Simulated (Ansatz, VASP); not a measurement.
**GaN: VASP beside Ansatz**

One calculation is typed for both programs; each brings its own data sets. How far apart do they land? The cell is taken from a series of runs on this material, whose earlier steps may have relaxed, scaled, displaced or heated it; both programs get it as it stands.

Program: Ansatz 0.2.0. Level of theory: plane waves, with VASP 6.6.1 beside it; zone-centre phonons at LDA. Results are calculated unless marked as measured.

## (1) The starting structure

Symmetry: P6_3mc, No. 186, hexagonal system. The conventional cell has a = 3.191 Å, b = 3.191 Å, c = 5.206 Å, α = 90.00°, β = 90.00°, γ = 120.00°. Nearest to Ga lie 4 N at 1.95 to 1.96 Å. Nearest to N lie 4 Ga at 1.95 to 1.96 Å. Farther neighbours and most contacts between anions are not listed.

## (2) VASP: zone-centre phonons, LDA

Second derivatives magnify differences that forces hide, and they need a tight electronic threshold.

Lines of VASP's logs that name or quote its potential files are left out, and so is its time.

INCAR reads:

```
SYSTEM = GaN
PREC = Accurate
ENCUT = 600
EDIFF = 1E-08
NELM = 120
ISMEAR = 0
SIGMA = 0.01
LREAL = .FALSE.
ALGO = Normal
GGA = CA
NBANDS = 24
LORBIT = 11
LWAVE = .FALSE.
LCHARG = .FALSE.
ISIF = 2
IBRION = 8
LASPH = .TRUE.
GGA_COMPAT = .FALSE.
EFERMI = MIDGAP
KPAR = 2
```

POSCAR reads:

```
GaN
1.0
    3.1911292771      0.0000000000      0.0000000000
   -1.5955646385      2.7635990207      0.0000000000
    0.0000000000      0.0000000000      5.2063981863
Ga N
2 2
Direct
    0.3333333333      0.6666666667      0.9994448702
    0.6666666667      0.3333333333      0.4994448702
    0.3333333333      0.6666666667      0.3755551298
    0.6666666667      0.3333333333      0.8755551298
```

KPOINTS reads:

```
Automatic mesh
0
Gamma
6 6 4
0 0 0
```

Potentials, in the order of the species: Ga_d and N (LDA family, release 64).

On the command line:

```sh
$ mpirun -np 2 vasp_std
```

Numbers of over 12 decimals in the logs are rounded to 6 here.

Log:

```text
[banner, memory and clock lines left out]
running    2 mpi-ranks, on    1 nodes
 distrk:  each k-point on    1 cores,    2 groups
 distr:  one band on    1 cores,    1 groups

 POSCAR found type information on POSCAR GaN
 POSCAR found :  2 types and       4 ions
 LDA part: xc-table for (Slater(with rela. corr.)+CA(PZ))
 , standard interpolation
 POSCAR, INCAR and KPOINTS ok, starting setup
 FFT: planning ... GRIDC
 FFT: planning ... GRID_SOFT
 FFT: planning ... GRID
 WAVECAR not read
 entering main loop
       N       E                     dE             d eps       ncg     rms          rms(c)
DAV:   1     0.283792637147E+03    0.28379E+03   -0.19660E+04  1112   0.303E+03
DAV:   2     0.238898189283E+01   -0.28140E+03   -0.27034E+03  1128   0.546E+02
DAV:   3    -0.308736091551E+02   -0.33263E+02   -0.32936E+02  1168   0.148E+02
DAV:   4    -0.318855640828E+02   -0.10120E+01   -0.10094E+01  1280   0.283E+01
DAV:   5    -0.319036199339E+02   -0.18056E-01   -0.18053E-01  1192   0.336E+00    0.106E+01
DAV:   6    -0.279086152784E+02    0.39950E+01   -0.12822E+01  1744   0.537E+01    0.313E+00
DAV:   7    -0.279387711223E+02   -0.30156E-01   -0.12970E+00  1048   0.908E+00    0.254E+00
DAV:   8    -0.279016256367E+02    0.37145E-01   -0.29514E-01  1680   0.596E+00    0.117E+00
DAV:   9    -0.278781564646E+02    0.23469E-01   -0.82197E-02  1672   0.449E+00    0.362E-01
DAV:  10    -0.278788328979E+02   -0.67643E-03   -0.66168E-03  1104   0.586E-01    0.134E-01
DAV:  11    -0.278786716488E+02    0.16125E-03   -0.11899E-03  1504   0.630E-01    0.590E-02
DAV:  12    -0.278786849606E+02   -0.13312E-04   -0.11903E-04  1064   0.730E-02    0.722E-02
DAV:  13    -0.278786824228E+02    0.25378E-05   -0.22400E-06  1488   0.124E-02    0.765E-02
DAV:  14    -0.278786734852E+02    0.89376E-05   -0.41804E-06  1616   0.208E-02    0.591E-02
DAV:  15    -0.278786700217E+02    0.34635E-05   -0.18097E-06  1624   0.128E-02    0.505E-02
DAV:  16    -0.278786644169E+02    0.56048E-05   -0.43479E-06  1688   0.255E-02    0.340E-02
DAV:  17    -0.278786609399E+02    0.34770E-05   -0.72341E-06  1728   0.309E-02    0.117E-02
DAV:  18    -0.278786606846E+02    0.25531E-06   -0.17768E-06  1528   0.101E-02    0.337E-03
DAV:  19    -0.278786606493E+02    0.35269E-07   -0.12392E-07  1472   0.307E-03    0.147E-03
DAV:  20    -0.278786606435E+02    0.58753E-08   -0.46067E-08  1256   0.195E-03
   1 F= -.27878661E+02 E0= -.27878661E+02  d E =0.000000E+00
 Linear response reoptimize wavefunctions to high precision
DAV:   1    -0.278786606441E+02   -0.65756E-09   -0.69453E-09   864   0.575E-04
DAV:   2    -0.278786606442E+02   -0.63665E-10   -0.10101E-10   560   0.798E-05
 Linear response DOF=           4
 Linear response progress:
  Degree of freedom:   1/  4
       N       E                     dE             d eps       ncg     rms          rms(c)
RMM:   1    -0.164390932234E+00   -0.16439E+00    0.24846E-01  4915   0.808E+00
RMM:   2    -0.162636000268E+00    0.17549E-02   -0.50606E-02  6909   0.154E+00    0.556E-02
RMM:   3    -0.162180890057E+00    0.45511E-03   -0.48009E-03  7200   0.377E-01    0.339E-02
RMM:   4    -0.161684630460E+00    0.49626E-03   -0.65891E-04  7478   0.121E-01    0.458E-03
RMM:   5    -0.161656238003E+00    0.28392E-04   -0.34781E-04  7702   0.401E-02    0.213E-03
RMM:   6    -0.161618042647E+00    0.38195E-04   -0.40971E-05  7711   0.154E-02    0.577E-04
RMM:   7    -0.161619329547E+00   -0.12869E-05   -0.54763E-05  7843   0.647E-03    0.285E-04
RMM:   8    -0.161614114832E+00    0.52147E-05   -0.12079E-05  7804   0.295E-03    0.283E-05
RMM:   9    -0.161614122425E+00   -0.75928E-08   -0.11898E-05  7930   0.143E-03    0.223E-05
RMM:  10    -0.161612790841E+00    0.13316E-05    0.42068E-07  7856   0.747E-04    0.119E-05
RMM:  11    -0.161612970593E+00   -0.17975E-06   -0.25382E-06  7888   0.416E-04    0.392E-06
RMM:  12    -0.161612569574E+00    0.40102E-06    0.18542E-06  7811   0.243E-04    0.437E-06
RMM:  13    -0.161612769585E+00   -0.20001E-06   -0.30368E-07  7834   0.148E-04    0.437E-06
RMM:  14    -0.161612662728E+00    0.10686E-06    0.81490E-07  7476   0.924E-05    0.594E-06
RMM:  15    -0.161612704092E+00   -0.41364E-07   -0.11071E-07  7084   0.644E-05    0.839E-07
RMM:  16    -0.161612642529E+00    0.61563E-07    0.54502E-07  7494   0.406E-05    0.920E-07
RMM:  17    -0.161612695418E+00   -0.52889E-07   -0.54302E-08  6534   0.274E-05    0.603E-07
RMM:  18    -0.161612662178E+00    0.33240E-07    0.28887E-07  6315   0.196E-05    0.573E-07
RMM:  19    -0.161612688659E+00   -0.26481E-07   -0.25826E-08  5921   0.136E-05    0.104E-06
RMM:  20    -0.161612680908E+00    0.77512E-08    0.10607E-07  5144   0.989E-06    0.132E-07
RMM:  21    -0.161612693988E+00   -0.13080E-07   -0.22098E-08  3882   0.725E-06    0.108E-07
RMM:  22    -0.161612689488E+00    0.45000E-08    0.25473E-08  3543   0.556E-06    0.122E-07
 first order change of Fermi-energy   0.35487E+00
 force on displaced ion       1 direction 1 : -12.645   0.003   0.000
 Linear response progress:
  Degree of freedom:   2/  4
       N       E                     dE             d eps       ncg     rms          rms(c)
RMM:   1    -0.178909071393E+00   -0.17891E+00    0.26722E-01  1550   0.823E+00
RMM:   2    -0.173604993769E+00    0.53041E-02   -0.33396E-02  2099   0.152E+00    0.878E-02
RMM:   3    -0.173379287843E+00    0.22571E-03    0.63013E-03  2236   0.396E-01    0.427E-02
RMM:   4    -0.173705176005E+00   -0.32589E-03    0.20268E-03  2305   0.129E-01    0.212E-02
RMM:   5    -0.173668882535E+00    0.36293E-04    0.78754E-04  2302   0.562E-02    0.478E-03
RMM:   6    -0.173722276772E+00   -0.53394E-04    0.32119E-04  2260   0.194E-02    0.275E-03
RMM:   7    -0.173757894969E+00   -0.35618E-04    0.42792E-05  2367   0.696E-03    0.679E-04
RMM:   8    -0.173758679367E+00   -0.78440E-06    0.53885E-05  2248   0.283E-03    0.133E-04
RMM:   9    -0.173761144703E+00   -0.24653E-05    0.31831E-05  2441   0.120E-03    0.595E-05
RMM:  10    -0.173762906196E+00   -0.17615E-05    0.14260E-05  2285   0.498E-04    0.154E-05
RMM:  11    -0.173762674691E+00    0.23151E-06    0.15676E-05  2429   0.241E-04    0.539E-06
RMM:  12    -0.173763391989E+00   -0.71730E-06    0.83086E-06  2288   0.126E-04    0.231E-06
RMM:  13    -0.173763517295E+00   -0.12531E-06    0.69405E-06  2449   0.711E-05    0.135E-06
RMM:  14    -0.173763889453E+00   -0.37216E-06    0.31072E-06  2269   0.423E-05    0.639E-07
[...]
RMM:  22    -0.173764303146E+00   -0.20225E-06   -0.10661E-06  2058   0.566E-06    0.330E-07
RMM:  23    -0.173764135188E+00    0.16796E-06    0.61839E-07  1451   0.416E-06    0.123E-07
RMM:  24    -0.173764175503E+00   -0.40315E-07    0.21358E-07   896   0.338E-06    0.171E-07
RMM:  25    -0.173764175634E+00   -0.13182E-09    0.21104E-07   839   0.304E-06    0.218E-07
RMM:  26    -0.173764180670E+00   -0.50353E-08    0.16204E-07   870   0.282E-06    0.317E-07
RMM:  27    -0.173764183492E+00   -0.28223E-08    0.13251E-07   786   0.255E-06    0.314E-07
RMM:  28    -0.173764183762E+00   -0.27013E-09    0.13498E-07  1568   0.292E-06    0.684E-07
RMM:  29    -0.173764188008E+00   -0.42458E-08    0.92065E-08   855   0.229E-06    0.762E-07
 first order change of Fermi-energy   0.21083E+00
 force on displaced ion       1 direction 3 :   0.000  -0.000 -19.354
 Linear response progress:
  Degree of freedom:   3/  4
       N       E                     dE             d eps       ncg     rms          rms(c)
RMM:   1    -0.237375390078E+00   -0.23738E+00    0.80012E-02  8599   0.331E+00
RMM:   2    -0.226991239063E+00    0.10384E-01   -0.13070E-02  6122   0.101E+00    0.136E-01
RMM:   3    -0.228223434273E+00   -0.12322E-02   -0.18913E-03  7092   0.297E-01    0.680E-02
RMM:   4    -0.229439071087E+00   -0.12156E-02   -0.47479E-04  6989   0.131E-01    0.160E-02
RMM:   5    -0.229444704375E+00   -0.56333E-05   -0.19966E-05  7189   0.292E-02    0.765E-03
RMM:   6    -0.229410115963E+00    0.34588E-04   -0.19140E-06  7122   0.101E-02    0.111E-03
RMM:   7    -0.229414678699E+00   -0.45627E-05   -0.70079E-08  7333   0.250E-03    0.738E-04
RMM:   8    -0.229412719879E+00    0.19588E-05   -0.10091E-07  7157   0.854E-04    0.668E-05
RMM:   9    -0.229412495824E+00    0.22405E-06    0.21110E-08  7526   0.254E-04    0.328E-05
RMM:  10    -0.229412333065E+00    0.16276E-06   -0.23867E-08  7487   0.756E-05    0.629E-06
RMM:  11    -0.229412311046E+00    0.22018E-07   -0.16404E-09  7570   0.278E-05    0.161E-06
RMM:  12    -0.229412315399E+00   -0.43528E-08   -0.94277E-09  7374   0.116E-05    0.492E-07
 first order change of Fermi-energy   0.21405E+00
 force on displaced ion       3 direction 1 : -12.838   0.000  -0.001
 Linear response progress:
  Degree of freedom:   4/  4
       N       E                     dE             d eps       ncg     rms          rms(c)
RMM:   1    -0.247537120678E+00   -0.24754E+00    0.15375E-01  2924   0.332E+00
RMM:   2    -0.241932314633E+00    0.56048E-02   -0.14737E-02  1911   0.107E+00    0.137E-01
RMM:   3    -0.242552275738E+00   -0.61996E-03   -0.29846E-03  2038   0.392E-01    0.640E-02
RMM:   4    -0.243360320552E+00   -0.80804E-03   -0.23115E-04  2209   0.158E-01    0.184E-02
RMM:   5    -0.243510137698E+00   -0.14982E-03    0.35977E-05  2228   0.410E-02    0.796E-03
RMM:   6    -0.243557068527E+00   -0.46931E-04    0.47619E-05  2222   0.144E-02    0.177E-03
RMM:   7    -0.243564786665E+00   -0.77181E-05   -0.13624E-07  2081   0.553E-03    0.766E-04
RMM:   8    -0.243559475012E+00    0.53117E-05    0.49804E-06  2207   0.197E-03    0.230E-04
RMM:   9    -0.243559981742E+00   -0.50673E-06   -0.28273E-06  2138   0.754E-04    0.658E-05
RMM:  10    -0.243559724140E+00    0.25760E-06    0.96784E-07  2317   0.244E-04    0.143E-05
RMM:  11    -0.243559862771E+00   -0.13863E-06   -0.35983E-07  2259   0.722E-05    0.448E-06
RMM:  12    -0.243559806946E+00    0.55826E-07    0.19241E-07  2354   0.256E-05    0.237E-06
RMM:  13    -0.243559834666E+00   -0.27720E-07   -0.87323E-08  2132   0.151E-05    0.100E-06
RMM:  14    -0.243559825218E+00    0.94479E-08    0.44864E-08  2094   0.836E-06    0.210E-07
 first order change of Fermi-energy  -0.21100E+00
 force on displaced ion       3 direction 3 :   0.000  -0.000 -17.181
 Linear response finished
```

OUTCAR, selected parts (step 2):

```text
ion  position               nearest neighbor table
   1  0.333  0.667  0.999-   4 1.95   4 1.95   4 1.95   3 1.96
   2  0.667  0.333  0.499-   3 1.95   3 1.95   3 1.95   4 1.96
   3  0.333  0.667  0.376-   2 1.95   2 1.95   2 1.95   1 1.96
   4  0.667  0.333  0.876-   1 1.95   1 1.95   1 1.95   2 1.96

  LATTYP: Found a hexagonal cell.
 ALAT       =     3.1911292771
 C/A-ratio  =     1.6315221773

 Subroutine GETGRP returns: Found 12 space group operations
 (whereof  6 operations were pure point group operations)

The static configuration has the point symmetry C_3v.
 The point group associated with its full space group is C_6v.

 Found     21 irreducible k-points:

   k-points           NKPTS =     21   k-points in BZ     NKDIM =     21   number of bands    NBANDS=     24

   dimension x,y,z NGX =    28 NGY =   28 NGZ =   42
   dimension x,y,z NGXF=    56 NGYF=   56 NGZF=   84

   ENCUT  =  600.0 eV  44.10 Ry    6.64 a.u.   6.37  6.37 10.40*2*pi/ulx,y,z

   NELECT =      36.0000    total number of electrons

 k-points in reciprocal lattice and weights: Automatic mesh
   0.00000000  0.00000000  0.00000000       0.007
   0.16666667  0.00000000  0.00000000       0.042
   0.33333333  0.00000000  0.00000000       0.042
   0.50000000  0.00000000  0.00000000       0.021
   0.16666667  0.16666667  0.00000000       0.042
   0.33333333  0.16666667  0.00000000       0.083
   0.33333333  0.33333333  0.00000000       0.014
   0.00000000  0.00000000  0.25000000       0.014
   0.16666667  0.00000000  0.25000000       0.083
[...]
0.33333333  0.16666667  0.50000000       0.083
   0.33333333  0.33333333  0.50000000       0.014

 average (electrostatic) potential at core
       1 -64.7799       2 -64.7799       3 -62.0181       4 -62.0181

  Total       -1.7679672     -1.7679672     -1.8201163     -0.0000000      0.0000000      0.0000000
  in kB      -61.6918765    -61.6918765    -63.5115780     -0.0000000      0.0000000      0.0000000
  external PRESSURE =     -62.2984436 kB  Pullay stress =       0.0000000 kB

  energy-cutoff  :      600.00
  volume of cell :       45.92
      direct lattice vectors                 reciprocal lattice vectors
     3.191129277  0.000000000  0.000000000     0.313368690  0.180923497  0.000000000
    -1.595564638  2.763599021  0.000000000     0.000000000  0.361846995  0.000000000
     0.000000000  0.000000000  5.206398186     0.000000000  0.000000000  0.192071364

 POSITION                                       TOTAL-FORCE (eV/Angst)
 -----------------------------------------------------------------------------------
     -0.00000      1.84240      5.20351        -0.000000      0.000000     -0.017480
      1.59556      0.92120      2.60031         0.000000     -0.000000     -0.017480
     -0.00000      1.84240      1.95529        -0.000000      0.000000      0.017480
      1.59556      0.92120      4.55849         0.000000      0.000000      0.017480
 -----------------------------------------------------------------------------------
    total drift:                               -0.000000      0.000000     -0.000279

 Eigenvectors and eigenvalues of the dynamical matrix
 ----------------------------------------------------

   1 f  =   20.071296 THz   126.111675 2PiTHz  669.506383 cm-1    83.008175 meV
             X         Y         Z           dx          dy          dz
     -0.000000  1.842399  5.203508     0.000000    0.000000    0.022489
      1.595565  0.921200  2.600309     0.000000    0.000000   -0.022489
     -0.000000  1.842399  1.955290     0.000000    0.000000   -0.706749
      1.595565  0.921200  4.558489    -0.000000   -0.000000    0.706749

   2 f  =   16.198910 THz   101.780751 2PiTHz  540.337465 cm-1    66.993277 meV
             X         Y         Z           dx          dy          dz
     -0.000000  1.842399  5.203508    -0.206544   -0.119240   -0.000000
      1.595565  0.921200  2.600309     0.206544    0.119240   -0.000000
     -0.000000  1.842399  1.955290    -0.576500   -0.332819    0.000000
      1.595565  0.921200  4.558489     0.576500    0.332819    0.000000

   3 f  =   16.198910 THz   101.780751 2PiTHz  540.337465 cm-1    66.993277 meV
             X         Y         Z           dx          dy          dz
     -0.000000  1.842399  5.203508    -0.119240    0.206544    0.000000
      1.595565  0.921200  2.600309     0.119240   -0.206544   -0.000000
     -0.000000  1.842399  1.955290    -0.332819    0.576500   -0.000000
      1.595565  0.921200  4.558489     0.332819   -0.576500   -0.000000

   4 f  =   16.017963 THz   100.643827 2PiTHz  534.301720 cm-1    66.244941 meV
             X         Y         Z           dx          dy          dz
     -0.000000  1.842399  5.203508     0.250569    0.144658    0.000000
      1.595565  0.921200  2.600309     0.250569    0.144658    0.000000
     -0.000000  1.842399  1.955290    -0.558772   -0.322588   -0.000000
      1.595565  0.921200  4.558489    -0.558772   -0.322588   -0.000000

   5 f  =   16.017963 THz   100.643827 2PiTHz  534.301720 cm-1    66.244941 meV
             X         Y         Z           dx          dy          dz
     -0.000000  1.842399  5.203508     0.144658   -0.250569   -0.000000
      1.595565  0.921200  2.600309     0.144658   -0.250569    0.000000
     -0.000000  1.842399  1.955290    -0.322588    0.558772    0.000000
      1.595565  0.921200  4.558489    -0.322588    0.558772    0.000000

   6 f  =   15.390081 THz    96.698731 2PiTHz  513.357844 cm-1    63.648232 meV
             X         Y         Z           dx          dy          dz
     -0.000000  1.842399  5.203508    -0.000000   -0.000000    0.289078
      1.595565  0.921200  2.600309    -0.000000   -0.000000    0.289078
     -0.000000  1.842399  1.955290     0.000000    0.000000   -0.645317
      1.595565  0.921200  4.558489     0.000000    0.000000   -0.645317

   7 f  =    9.787161 THz    61.494543 2PiTHz  326.464534 cm-1    40.476425 meV
             X         Y         Z           dx          dy          dz
     -0.000000  1.842399  5.203508    -0.000000    0.000000   -0.706749
      1.595565  0.921200  2.600309     0.000000    0.000000    0.706749
     -0.000000  1.842399  1.955290    -0.000000    0.000000   -0.022489
      1.595565  0.921200  4.558489    -0.000000   -0.000000    0.022489

   8 f  =    4.227838 THz    26.564290 2PiTHz  141.025500 cm-1    17.484926 meV
             X         Y         Z           dx          dy          dz
     -0.000000  1.842399  5.203508    -0.576500   -0.332820    0.000000
      1.595565  0.921200  2.600309     0.576500    0.332820    0.000000
     -0.000000  1.842399  1.955290     0.206544    0.119240    0.000000
      1.595565  0.921200  4.558489    -0.206544   -0.119240    0.000000

   9 f  =    4.227838 THz    26.564290 2PiTHz  141.025500 cm-1    17.484926 meV
             X         Y         Z           dx          dy          dz
     -0.000000  1.842399  5.203508    -0.332820    0.576500    0.000000
      1.595565  0.921200  2.600309     0.332820   -0.576500    0.000000
     -0.000000  1.842399  1.955290     0.119240   -0.206544    0.000000
      1.595565  0.921200  4.558489    -0.119240    0.206544    0.000000

  10 f/i=    0.001984 THz     0.012464 2PiTHz    0.066167 cm-1     0.008204 meV
             X         Y         Z           dx          dy          dz
     -0.000000  1.842399  5.203508     0.000000    0.000000   -0.645317
      1.595565  0.921200  2.600309     0.000000    0.000000   -0.645317
     -0.000000  1.842399  1.955290     0.000000    0.000000   -0.289078
      1.595565  0.921200  4.558489     0.000000    0.000000   -0.289078

  11 f/i=    0.004161 THz     0.026144 2PiTHz    0.138797 cm-1     0.017209 meV
             X         Y         Z           dx          dy          dz
     -0.000000  1.842399  5.203508     0.203144   -0.612390    0.000000
      1.595565  0.921200  2.600309     0.203144   -0.612390    0.000000
     -0.000000  1.842399  1.955290     0.091096   -0.274613    0.000000
      1.595565  0.921200  4.558489     0.091096   -0.274613    0.000000

  12 f/i=    0.004161 THz     0.026144 2PiTHz    0.138797 cm-1     0.017209 meV
             X         Y         Z           dx          dy          dz
     -0.000000  1.842399  5.203508     0.612390    0.203144    0.000000
      1.595565  0.921200  2.600309     0.612390    0.203144    0.000000
     -0.000000  1.842399  1.955290     0.274613    0.091096    0.000000
      1.595565  0.921200  4.558489     0.274613    0.091096    0.000000

 ELASTIC MODULI CONTR FROM IONIC RELAXATION (kBar)
 Direction    XX          YY          ZZ          XY          YZ          ZX
 --------------------------------------------------------------------------------
 XX        -495.8646    231.9702    246.7386     -0.0000      0.0000      0.0000
 YY         231.9702   -495.8646    246.7386     -0.0000      0.0000     -0.0000
 ZZ         246.7386    246.7386   -461.3961      0.0000      0.0000     -0.0000
 XY          -0.0000     -0.0000      0.0000   -363.9174     -0.0000      0.0000
 YZ          -0.0000      0.0000      0.0000     -0.0000   -113.9698     -0.0000
 ZX           0.0000     -0.0000     -0.0000      0.0000     -0.0000   -125.0007
 --------------------------------------------------------------------------------
```

(Continued in part 2 of 2.)

[Lines on the potential files, build, host, timing and source positions are cut from VASP's logs without a mark.]

[Logs are printed without paths, hosts, clocks, repeated set-up lines and the standing remarks that a program may print on its own settings, such as how far it seeks lower states.]

[Hosts, paths, dates, database ids (printed as entryN), source tags and the programs' standing remarks are cut or masked in the printed files.]
